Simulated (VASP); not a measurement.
Consider the following.

```yaml
crystal:
  lattice:
    - [5.74974, 0.00000, 0.00000]
    - [0.00000, 5.74974, 0.00000]
    - [0.00000, 0.00000, 5.74974]
  atoms:
    - { symbol: Zn, position: [0.00000, 0.00000, 0.00000] }
    - { symbol: S, position: [0.23493, 0.23493, 0.23493] }
    - { symbol: S, position: [0.76507, 0.76507, 0.23493] }
    - { symbol: S, position: [0.76507, 0.23493, 0.76507] }
    - { symbol: S, position: [0.23493, 0.76507, 0.76507] }
    - { symbol: Hg, position: [0.50000, 0.50000, 0.00000] }
    - { symbol: Hg, position: [0.50000, 0.00000, 0.50000] }
    - { symbol: Hg, position: [0.00000, 0.50000, 0.50000] }
```

The numbers are results of PBEsol GGA, VASP's PBE PAW potentials (set 64) (plane waves; VASP), not measurements. Numerical set-up: 400 eV cut-off, 6×6×6 Γ-centred mesh, tetrahedra with Blöchl corrections, potentials Zn S Hg.

Unless said otherwise, spin-orbit coupling is left out, though it shifts the bands of the heavy elements here.

Problem. Tabulate the total density of states (states/eV per cell) against energy (eV; zero at the valence-band maximum or, without a gap, the Fermi level).

Solution. 
(E (eV), DOS (states/eV)): (-9.99, 0.00); (-9.77, 0.00); (-9.65, 0.00); (-9.43, 0.00); (-9.31, 0.00); (-9.09, 0.00); (-8.98, 0.00); (-8.75, 0.00); (-8.64, 0.00); (-8.41, 0.00); (-8.30, 0.00); (-8.07, 0.00); (-7.96, 0.00); (-7.74, 0.00); (-7.62, 0.00); (-7.40, 0.00); (-7.29, 0.00); (-7.06, 0.00); (-6.95, 0.38); (-6.72, 44.9); (-6.61, 49.8); (-6.38, 24.3); (-6.27, 20.9); (-6.05, 47.3); (-5.93, 37.9); (-5.71, 17.2); (-5.59, 10.7); (-5.37, 0.05); (-5.26, 0.65); (-5.03, 4.75); (-4.92, 8.55); (-4.69, 7.16); (-4.58, 5.57); (-4.35, 2.40); (-4.24, 2.34); (-4.02, 2.85); (-3.90, 2.47); (-3.68, 1.75); (-3.57, 1.58); (-3.34, 1.29); (-3.23, 1.26); (-3.00, 1.87); (-2.89, 2.89); (-2.66, 6.43); (-2.55, 7.14); (-2.33, 7.79); (-2.21, 4.16); (-1.99, 10.5); (-1.88, 8.90); (-1.65, 6.57); (-1.54, 7.93); (-1.31, 7.62); (-1.20, 5.64); (-0.97, 5.95); (-0.86, 5.09); (-0.64, 5.24); (-0.52, 6.01); (-0.30, 2.28); (-0.18, 1.45); (0.04, 0.00); (0.15, 0.00); (0.38, 0.01); (0.49, 0.02); (0.72, 0.04); (0.83, 0.05); (1.06, 0.15); (1.17, 0.24); (1.39, 0.33); (1.51, 0.41); (1.73, 0.66); (1.84, 0.99); (2.07, 2.74); (2.18, 2.70); (2.41, 2.94); (2.52, 2.87); (2.75, 2.87); (2.86, 3.95); (3.08, 8.01); (3.20, 3.76); (3.42, 2.56)
Within 2 eV below the valence-band maximum the largest weight inside VASP's projection spheres is S p, then Hg d.

The structure was generated: Hg3ZnS4 was put into an ordered model structure (P-43m), which need not be its known phase. It was relaxed first.
